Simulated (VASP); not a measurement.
Method: PBE GGA, VASP's PBE PAW potentials (set 64) (plane waves; VASP 6.6.1).

VASP input:

### INCAR
```
SYSTEM  =  Pb
PREC  =  Accurate; ENCUT  =  300; LREAL  =  F
LASPH  =  T
EDIFF  =  1E-6; NELM  =  100; ALGO  =  Normal
LMAXMIX  =  4
ISMEAR  =  -1; SIGMA  =  0.1
GGA  =  PE
ISIF  =  2
LWAVE  =  F; LCHARG  =  F
```

### POSCAR
```
Pb
1.0
  0.0000000000   2.5197030000   2.5197030000
  2.5197030000   0.0000000000   2.5197030000
  2.5197030000   2.5197030000   0.0000000000
Pb
1
Direct
  0.0000000000   0.0000000000   0.0000000000
```

KPOINTS:
```
Automatic mesh
0
G
8 8 8
0 0 0
```

POTCAR, in this order: Pb_d (PBE.64 set). Program: vasp_std.

Unless said otherwise, spin-orbit coupling is left out, though it shifts the bands of the heavy elements here.

Task: Predict the energy per atom (σ→0), band gap (on the k-mesh).

Result: 
| Quantity | Value |
|---|---|
| energy per atom (σ→0) | -3.578 eV/atom |
| band gap (on the k-mesh) | none (metal, semimetal or under 0.01 eV) |

### OSZICAR
```
...
DAV:   4    -0.359154000398E+01   -0.67522E-01   -0.67505E-01   798   0.100E+01
DAV:   5    -0.359412725420E+01   -0.25873E-02   -0.25872E-02   774   0.169E+00    0.480E-01
DAV:   6    -0.358698234263E+01    0.71449E-02   -0.10817E-02   777   0.182E+00    0.261E-01
DAV:   7    -0.358494978244E+01    0.20326E-02   -0.58030E-03   752   0.125E+00    0.859E-02
DAV:   8    -0.358490518919E+01    0.44593E-04   -0.37807E-04   734   0.382E-01    0.110E-02
DAV:   9    -0.358490351743E+01    0.16718E-05   -0.11124E-05   752   0.628E-02    0.503E-03
DAV:  10    -0.358490394733E+01   -0.42990E-06   -0.17692E-06   688   0.155E-02
   1 F= -.35849039E+01 E0= -.35782632E+01  d E =-.132815E-01
```

The structure comes from a computed database's Pb entry; how it stands against other phases isn't given here. The cell was not relaxed at this level.
